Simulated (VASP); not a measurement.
# Lattice of Aluminum across functionals and dispersion corrections

Which functional gives the lattice of Aluminum as experiment finds it, and is a dearer one worth its cost? The levels: LDA, PBEsol, PBE, r2SCAN, PBE + D3(BJ), r2SCAN + rVV10, vdW-DF-cx and RPBE. The start is a cell from a database of measured crystal structures.

Program: VASP 6.6.1. Level of theory: LDA; plane waves and PAW (Al), in the first sound run; inputs show where later runs differ. Results are calculated unless marked as measured.

**Measured values to reproduce.**

“Honeycomb Boron on Al(111): From the Concept of Borophene to the Two-Dimensional Boride” (2021, pmc:8482755) quotes from earlier work for Al, fcc (bulk crystal): lattice constant a (cubic lattice parameter, quoted experimental value) 4.04958 Å [literature value quoted in the paper's theory part; measurement temperature not given].

**1. Set-up**

Before any relaxation, the start is as follows. The structure is cubic, space group Fm-3m (No. 225). Conventional cell: a = 4.050 Å, b = 4.050 Å, c = 4.050 Å, α = 90.00°, β = 90.00°, γ = 90.00°. Nearest to Al lie 12 Al at 2.86 Å.

Structure file:

```
Al
1.0
     0.00000    2.02481    2.02481
     2.02481    0.00000    2.02481
     2.02481    2.02481    0.00000
Al
1
Direct
  0.00000 0.00000 0.00000
```

**2. Relaxation with LDA**

The start need not lie at this functional's minimum. ISIF = 3 frees volume, shape and positions, and EDIFFG sets the threshold on forces and stress at which the search stops. LDA, the lowest rung, knows the local density alone.

File INCAR:

```
SYSTEM = Al
PREC = Accurate
ENCUT = 520
EDIFF = 1E-06
NELM = 100
ISMEAR = -1
SIGMA = 0.05
LREAL = .FALSE.
ALGO = Normal
GGA = CA
NBANDS = 7
LORBIT = 11
LWAVE = .FALSE.
LCHARG = .FALSE.
KPAR = 2
IBRION = 2
NSW = 60
ISIF = 3
EDIFFG = -0.01
```

File POSCAR:

```
Al
1.0
    0.0000000000      2.0248050000      2.0248050000
    2.0248050000      0.0000000000      2.0248050000
    2.0248050000      2.0248050000      0.0000000000
Al
1
Direct
    0.0000000000      0.0000000000      0.0000000000
```

File KPOINTS:

```
Automatic mesh
0
Gamma
9 9 9
0 0 0
```

The projector-augmented-wave data sets are Al (PBE family, release 64).

Run with:

```console
$ mpirun -np 2 vasp_std
```

What it wrote:

```text
[banner, memory and clock lines left out]
running    2 mpi-ranks, on    1 nodes
 distrk:  each k-point on    1 cores,    2 groups
 distr:  one band on    1 cores,    1 groups

 POSCAR found type information on POSCAR Al
 POSCAR found :  1 types and       1 ions
|                                                                             |
|               ----> ADVICE to this user running VASP <----                  |
|                                                                             |
|     You enforced a specific xc type in the INCAR file but a different       |
|     [... a line on the potential file left out ...]
|     I HOPE YOU KNOW WHAT YOU ARE DOING!                                     |
|                                                                             |

 LDA part: xc-table for (Slater(with rela. corr.)+CA(PZ))
 , standard interpolation
 POSCAR, INCAR and KPOINTS ok, starting setup
 FFT: planning ... GRIDC
 FFT: planning ... GRID_SOFT
 FFT: planning ... GRID
 WAVECAR not read
 entering main loop
       N       E                     dE             d eps       ncg     rms          rms(c)
DAV:   1    -0.257162998117E+01   -0.25716E+01   -0.90044E+02   497   0.239E+02
DAV:   2    -0.415685664298E+01   -0.15852E+01   -0.15485E+01   658   0.214E+01
DAV:   3    -0.416869858079E+01   -0.11842E-01   -0.11840E-01   644   0.209E+00
DAV:   4    -0.416874501024E+01   -0.46429E-04   -0.46429E-04   749   0.122E-01
DAV:   5    -0.416874507938E+01   -0.69137E-07   -0.68842E-07   679   0.258E-03    0.920E-01
DAV:   6    -0.415441868231E+01    0.14326E-01   -0.20281E-03   644   0.204E-01    0.556E-01
DAV:   7    -0.414511352225E+01    0.93052E-02   -0.53716E-03   609   0.326E-01    0.911E-02
DAV:   8    -0.414511003986E+01    0.34824E-05   -0.21256E-05   749   0.389E-02    0.158E-02
DAV:   9    -0.414510989882E+01    0.14104E-06   -0.16945E-07   679   0.230E-03
   1 F= -.41451099E+01 E0= -.41426371E+01  d E =-.414511E+01
 curvature:   0.00 expect dE= 0.000E+00 dE for cont linesearch  0.000E+00
 trial: gam= 0.00000 g(F)=  0.487E-66 g(S)=  0.140E-01 ort = 0.000E+00 (trialstep = 0.100E+01)
 search vector abs. value=  0.140E-01
 bond charge predicted
       N       E                     dE             d eps       ncg     rms          rms(c)
DAV:   1    -0.415197219376E+01   -0.68622E-02   -0.10764E-01   581   0.153E+00    0.194E-01
DAV:   2    -0.415138367581E+01    0.58852E-03   -0.57738E-04   630   0.199E-01    0.997E-02
DAV:   3    -0.415098807869E+01    0.39560E-03   -0.20195E-04   616   0.605E-02    0.199E-02
DAV:   4    -0.415098541678E+01    0.26619E-05   -0.19868E-06   756   0.839E-03    0.121E-02
DAV:   5    -0.415098537695E+01    0.39832E-07   -0.23964E-08   329   0.982E-04
   2 F= -.41509854E+01 E0= -.41482307E+01  d E =-.587548E-02
 trial-energy change:   -0.005875  1 .order   -0.005708   -0.013974    0.002557
 step:   0.8529(harm=  0.8453)  dis= 0.00000  next Energy=    -4.151173 (dE=-0.606E-02)
 bond charge predicted
       N       E                     dE             d eps       ncg     rms          rms(c)
DAV:   1    -0.415119805193E+01   -0.21264E-03   -0.22582E-03   588   0.220E-01    0.282E-02
DAV:   2    -0.415118558833E+01    0.12464E-04   -0.12259E-05   623   0.289E-02    0.147E-02
DAV:   3    -0.415117718146E+01    0.84069E-05   -0.42948E-06   637   0.878E-03    0.286E-03
DAV:   4    -0.415117713400E+01    0.47458E-07   -0.33760E-08   273   0.119E-03
   3 F= -.41511771E+01 E0= -.41484903E+01  d E =-.606724E-02
 curvature:  -0.42 expect dE=-0.144E-07 dE for cont linesearch -0.144E-07
 trial: gam= 0.00000 g(F)=  0.192E-65 g(S)=  0.342E-07 ort =-0.219E-04 (trialstep = 0.971E+00)
 search vector abs. value=  0.343E-07
 reached required accuracy - stopping structural energy minimisation
```

It took 6.4 s on 2 MPI ranks of Intel Xeon Platinum 8375C at 2.90GHz (Ice Lake), shared host; peak memory 0.22 GiB.

Lines that name or quote the potential files are left out of all logs, and their timing lines are given in words.

From OUTCAR (step 2):

```text
ion  position               nearest neighbor table
   1  0.000  0.000  0.000-

  LATTYP: Found a face centered cubic cell.
 ALAT       =     4.0496100000

 Subroutine GETGRP returns: Found 48 space group operations
 (whereof 48 operations were pure point group operations)

The static configuration has the point symmetry O_h .

 Found     35 irreducible k-points:

   k-points           NKPTS =     35   k-points in BZ     NKDIM =     35   number of bands    NBANDS=      7

   dimension x,y,z NGX =    24 NGY =   24 NGZ =   24
   dimension x,y,z NGXF=    48 NGYF=   48 NGZF=   48

   ENCUT  =  520.0 eV  38.22 Ry    6.18 a.u.   5.32  5.32  5.32*2*pi/ulx,y,z

   NELECT =       3.0000    total number of electrons

 k-points in reciprocal lattice and weights: Automatic mesh
   0.00000000  0.00000000  0.00000000       0.001
   0.11111111  0.00000000  0.00000000       0.011
   0.22222222  0.00000000  0.00000000       0.011
   0.33333333  0.00000000  0.00000000       0.011
   0.44444444  0.00000000  0.00000000       0.011
   0.11111111  0.11111111  0.00000000       0.008
   0.22222222  0.11111111  0.00000000       0.033
   0.33333333  0.11111111  0.00000000       0.033
   0.44444444  0.11111111  0.00000000       0.033
[...]
-0.33333333  0.44444444  0.11111111       0.033
  -0.33333333  0.44444444  0.22222222       0.033

 average (electrostatic) potential at core
       1 -71.6943

 E-fermi :   8.1265

 k-point     1 :       0.0000    0.0000    0.0000
  band No.  band energies     occupation
      1      -3.1768      2.00000
      2      20.9519      0.00000
      3      20.9519      0.00000
      4      20.9519      0.00000
      5      22.5019      0.00000
      6      22.5019      0.00000
    ...

 k-point     2 :       0.1111    0.0000    0.0000
  band No.  band energies     occupation
      1      -2.8349      2.00000
      2      17.1750      0.00000
      3      20.1284      0.00000
      4      20.1284      0.00000
      5      23.1791      0.00000
      6      23.8235      0.00000
    ...

 k-point     3 :       0.2222    0.0000    0.0000
  band No.  band energies     occupation
      1      -1.8143      2.00000
      2      12.7103      0.00000
      3      19.3490      0.00000
      4      19.3490      0.00000
      5      22.8612      0.00000
      6      23.6434      0.00000
    ...

  Total        0.0004864      0.0004864      0.0004864     -0.0000000     -0.0000000     -0.0000000
  in kB        0.0487838      0.0487838      0.0487838     -0.0000000     -0.0000000     -0.0000000
  external PRESSURE =       0.0487838 kB  Pullay stress =       0.0000000 kB

  energy-cutoff  :      520.00
  volume of cell :       15.97
      direct lattice vectors                 reciprocal lattice vectors
     0.000000000  1.998916770  1.998916770    -0.250135477  0.250135477  0.250135477
     1.998916770  0.000000000  1.998916770     0.250135477 -0.250135477  0.250135477
     1.998916770  1.998916770 -0.000000000     0.250135477  0.250135477 -0.250135477

 POSITION                                       TOTAL-FORCE (eV/Angst)
 -----------------------------------------------------------------------------------
      0.00000      0.00000      0.00000         0.000000     -0.000000      0.000000
 -----------------------------------------------------------------------------------
    total drift:                               -0.000000      0.000000     -0.000000

  FREE ENERGIE OF THE ION-ELECTRON SYSTEM (eV)
  ---------------------------------------------------
  free  energy   TOTEN  =        -4.1511771340 eV

  energy  without entropy=       -4.1458033974  energy(sigma->0) =       -4.14849027

 reached required accuracy - stopping structural energy minimisation

 total charge
# of ion       s       p       d       tot
------------------------------------------
    1        0.427   0.352   0.000   0.779

[... 3 further parts left out ...]
```

This run has no spin polarisation. Its electron count is odd, so without a moment it is a metal by construction. The k-mesh is coarse for a metal. The PAW data sets were made with PBE, though LDA sets exist; this is a small mismatch. The run keeps the 48 symmetry operations of its start, so it cannot find a distortion of lower symmetry.

Relaxation path:

```csv
step,energy less that of the first step (eV),largest force (eV/Å),pressure (GPa),volume (Å³)
1,0.0000,0.0000,-3.00,16.60
2,-0.0059,0.0000,0.57,15.87
3,-0.0061,0.0000,0.00,15.97
```

```csv
"conventional cell, symmetrised",before,after,change
a (Å),4.050,3.998,-1.3 %
b (Å),4.050,3.998,-1.3 %
c (Å),4.050,3.998,-1.3 %
volume (Å³/atom),16.60,15.97,-3.8 %
```

Final coordinates:

```xyz
1
Lattice="0.0000 1.9989 1.9989 1.9989 0.0000 1.9989 1.9989 1.9989 0.0000" Properties=species:S:1:pos:R:3 pbc="T T T"
Al    0.0000    0.0000    0.0000
```

Numbers from this step:

| Property | Result |
| --- | --- |
| electrons | 3 |
| bands | 7 |
| irreducible k-points | 35 |
| symmetry operations | 48 |
| free energy (TOTEN) | -4.151 eV |
| energy at zero smearing | -4.148 eV |
| Fermi energy | 8.127 eV |
| pressure | 0.004878 GPa |
| metallic | yes |
| SCF cycles over all ionic steps | 18 |

It ends with forces that vanish by symmetry and a pressure of 0.00 GPa. The volume lies -3.8 % from that of the database's start, which holds the thermal and zero-point expansion of its experiment. LDA is known to overbind. The conventional cell has a = 3.998 Å.

**3. Relaxation with PBEsol**

This step: PBEsol; plane waves and PAW (Al) (VASP 6.6.1).

PBEsol restores the gradient expansion of exchange and is tuned for the cells of solids.

Edit INCAR of step 2 so:

```diff
@@ -9,3 +9,3 @@
 ALGO = Normal
-GGA = CA
+GGA = PS
 NBANDS = 7
```

POSCAR is that of step 2.

KPOINTS is that of step 2.

Run with:

```console
$ mpirun -np 2 vasp_std
```

What it wrote:

```text
[banner, memory and clock lines left out]
running    2 mpi-ranks, on    1 nodes
 distrk:  each k-point on    1 cores,    2 groups
 distr:  one band on    1 cores,    1 groups

 POSCAR found type information on POSCAR Al
 POSCAR found :  1 types and       1 ions
 [... a notice as in an earlier step ...]

 LDA part: xc-table for (Slater+PW92), standard interpolation
 POSCAR, INCAR and KPOINTS ok, starting setup
 FFT: planning ... GRIDC
 FFT: planning ... GRID_SOFT
 FFT: planning ... GRID
 WAVECAR not read
 entering main loop
       N       E                     dE             d eps       ncg     rms          rms(c)
DAV:   1    -0.249345635461E+01   -0.24935E+01   -0.90915E+02   497   0.239E+02
DAV:   2    -0.407881331233E+01   -0.15854E+01   -0.15471E+01   658   0.215E+01
DAV:   3    -0.409003349894E+01   -0.11220E-01   -0.11218E-01   644   0.205E+00
DAV:   4    -0.409007411369E+01   -0.40615E-04   -0.40615E-04   749   0.115E-01
DAV:   5    -0.409007417254E+01   -0.58850E-07   -0.58475E-07   651   0.238E-03    0.138E+00
DAV:   6    -0.407339166841E+01    0.16683E-01   -0.21677E-03   672   0.223E-01    0.786E-01
DAV:   7    -0.406209199662E+01    0.11300E-01   -0.59557E-03   581   0.357E-01    0.164E-01
DAV:   8    -0.406207765696E+01    0.14340E-04   -0.23667E-05   784   0.377E-02    0.541E-03
DAV:   9    -0.406207701182E+01    0.64514E-06   -0.30658E-07   665   0.272E-03
   1 F= -.40620770E+01 E0= -.40595100E+01  d E =-.406208E+01
 curvature:   0.00 expect dE= 0.000E+00 dE for cont linesearch  0.000E+00
 trial: gam= 0.00000 g(F)=  0.000E+00 g(S)=  0.412E-02 ort = 0.000E+00 (trialstep = 0.100E+01)
 search vector abs. value=  0.412E-02
 bond charge predicted
       N       E                     dE             d eps       ncg     rms          rms(c)
DAV:   1    -0.406400190386E+01   -0.19242E-02   -0.29613E-02   595   0.793E-01    0.143E-01
DAV:   2    -0.406385845260E+01    0.14345E-03   -0.18589E-04   623   0.109E-01    0.533E-02
DAV:   3    -0.406376424757E+01    0.94205E-04   -0.32862E-05   644   0.245E-02    0.173E-02
DAV:   4    -0.406375866561E+01    0.55820E-05   -0.32808E-06   679   0.783E-03    0.114E-02
DAV:   5    -0.406375868522E+01   -0.19609E-07   -0.18112E-08   280   0.108E-03
   2 F= -.40637587E+01 E0= -.40610012E+01  d E =-.168167E-02
 trial-energy change:   -0.001682  1 .order   -0.001652   -0.004116    0.000813
 step:   0.8400(harm=  0.8351)  dis= 0.00000  next Energy=    -4.063824 (dE=-0.175E-02)
 bond charge predicted
       N       E                     dE             d eps       ncg     rms          rms(c)
DAV:   1    -0.406383100049E+01   -0.72335E-04   -0.74536E-04   609   0.125E-01    0.225E-02
DAV:   2    -0.406382692094E+01    0.40795E-05   -0.47228E-06   616   0.174E-02    0.853E-03
DAV:   3    -0.406382402903E+01    0.28919E-05   -0.84330E-07   588   0.391E-03    0.269E-03
DAV:   4    -0.406382374734E+01    0.28169E-06   -0.74955E-08   273   0.120E-03
   3 F= -.40638237E+01 E0= -.40611050E+01  d E =-.174674E-02
 curvature:  -0.42 expect dE=-0.718E-08 dE for cont linesearch -0.718E-08
 trial: gam= 0.00000 g(F)=  0.470E-66 g(S)=  0.172E-07 ort =-0.842E-05 (trialstep = 0.968E+00)
 search vector abs. value=  0.173E-07
 reached required accuracy - stopping structural energy minimisation
```

Elapsed: 7.2 s, on 2 MPI ranks; peak memory 0.24 GiB.

OUTCAR, selected parts (step 3):

```text
The static configuration has the point symmetry O_h .

 Found     35 irreducible k-points:

   NELECT =       3.0000    total number of electrons

 E-fermi :   8.0692

 k-point     1 :       0.0000    0.0000    0.0000
  band No.  band energies     occupation
      1      -3.1286      2.00000
      2      20.7758      0.00000
      3      20.7758      0.00000
      4      20.7758      0.00000
      5      22.3765      0.00000
      6      22.3765      0.00000
    ...

 k-point     2 :       0.1111    0.0000    0.0000
  band No.  band energies     occupation
      1      -2.7902      2.00000
      2      17.0396      0.00000
      3      19.9761      0.00000
      4      19.9761      0.00000
      5      22.9887      0.00000
      6      23.6772      0.00000
    ...

  Total        0.0003449      0.0003449      0.0003449      0.0000000      0.0000000     -0.0000000
  in kB        0.0339787      0.0339787      0.0339787      0.0000000      0.0000000     -0.0000000
  external PRESSURE =       0.0339787 kB  Pullay stress =       0.0000000 kB

  energy-cutoff  :      520.00
  volume of cell :       16.26
      direct lattice vectors                 reciprocal lattice vectors
     0.000000000  2.010967272  2.010967272    -0.248636568  0.248636568  0.248636568
     2.010967272  0.000000000  2.010967272     0.248636568 -0.248636568  0.248636568
     2.010967272  2.010967272 -0.000000000     0.248636568  0.248636568 -0.248636568

 POSITION                                       TOTAL-FORCE (eV/Angst)
 -----------------------------------------------------------------------------------
      0.00000      0.00000      0.00000         0.000000      0.000000     -0.000000
 -----------------------------------------------------------------------------------
    total drift:                                0.000000     -0.000000     -0.000000

  FREE ENERGIE OF THE ION-ELECTRON SYSTEM (eV)
  ---------------------------------------------------
  free  energy   TOTEN  =        -4.0638237473 eV

  energy  without entropy=       -4.0583862051  energy(sigma->0) =       -4.06110498

 total charge
# of ion       s       p       d       tot
------------------------------------------
    1        0.429   0.345   0.000   0.774

[... 8 parts as in an earlier step ...]

[... 5 further parts left out ...]
```

The PAW data sets were made with PBE, which is usual practice but a small mismatch for other functionals.

The steps of the relaxation:

```csv
step,energy less that of the first step (eV),largest force (eV/Å),pressure (GPa),volume (Å³)
1,0.0000,0.0000,-1.63,16.60
2,-0.0017,0.0000,0.33,16.20
3,-0.0017,0.0000,0.00,16.26
```

```
conventional cell, symmetrised  before  after  change
                         a (Å)   4.050  4.022  -0.7 %
                         b (Å)   4.050  4.022  -0.7 %
                         c (Å)   4.050  4.022  -0.7 %
              volume (Å³/atom)   16.60  16.26  -2.0 %
```

The relaxed structure:

```
Al
1.0
     0.00000    2.01097    2.01097
     2.01097    0.00000    2.01097
     2.01097    2.01097    0.00000
Al
1
Direct
  0.00000 0.00000 0.00000
```

This step gave:

```yaml
free_energy_toten: -4.064 eV
energy_at_zero_smearing: -4.061 eV
fermi_energy: 8.069 eV
pressure: 0.003398 GPa
```

It ends at 16.26 Å³/atom, -2.0 % from the start, with 0.00 GPa left. The conventional cell has a = 4.022 Å.

[end of part 1 of 3]

[Lines on the potential files, build, host, timing and source positions are cut from VASP's logs without a mark.]

[Logs are printed without paths, hosts, clocks, repeated set-up lines and the standing remarks that a program may print on its own settings, such as how far it seeks lower states.]

[Hosts, paths, dates, database ids (printed as entryN), source tags and the programs' standing remarks are cut or masked in the printed files.]

[Measured values are set beside computed ones only where the two were judged alike; some that the calculation misses by far are left out.]
